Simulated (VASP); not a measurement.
OSZICAR of a VASP run on MgS (rock salt):

### OSZICAR
```
       N       E                     dE             d eps       ncg     rms          rms(c)
DAV:   1     0.267723949249E+02    0.26772E+02   -0.37000E+03   760   0.811E+02
DAV:   2    -0.515692643345E+01   -0.31929E+02   -0.31331E+02  1016   0.109E+02
DAV:   3    -0.616343003445E+01   -0.10065E+01   -0.10065E+01   896   0.267E+01
DAV:   4    -0.616781351677E+01   -0.43835E-02   -0.43835E-02  1224   0.203E+00
DAV:   5    -0.616781932213E+01   -0.58054E-05   -0.58054E-05   944   0.547E-02    0.412E+00
DAV:   6    -0.573519378759E+01    0.43263E+00   -0.12281E+00   800   0.554E+00    0.337E+00
DAV:   7    -0.570043481383E+01    0.34759E-01   -0.26174E-01  1008   0.281E+00    0.259E+00
DAV:   8    -0.570365535240E+01   -0.32205E-02   -0.16541E-02   824   0.131E+00    0.112E+00
DAV:   9    -0.570338640815E+01    0.26894E-03   -0.91728E-04   912   0.255E-01    0.270E-01
DAV:  10    -0.570344314173E+01   -0.56734E-04   -0.16442E-04  1088   0.972E-02    0.112E-02
DAV:  11    -0.570344128526E+01    0.18565E-05   -0.22768E-05   880   0.267E-02    0.694E-03
DAV:  12    -0.570344141362E+01   -0.12836E-06   -0.51986E-07   968   0.637E-03    0.104E-03
DAV:  13    -0.570344144745E+01   -0.33833E-07   -0.39830E-08   512   0.169E-03
   1 F= -.57034414E+01 E0= -.57034414E+01  d E =0.000000E+00
```

Q: Which electronic solver shows in the log?

A: It is blocked Davidson (ALGO = Normal, or the opening steps of other solvers). The INCAR had ALGO = Normal.

Q: Can the final energy be trusted as converged?

A: The run converged. It stopped with EDIFF = 1E-7, NELM = 100 (optB88-vdW, plane waves, VASP's PBE PAW potentials (set 64)).

The compound is MgS in the rock salt structure. It was relaxed first.
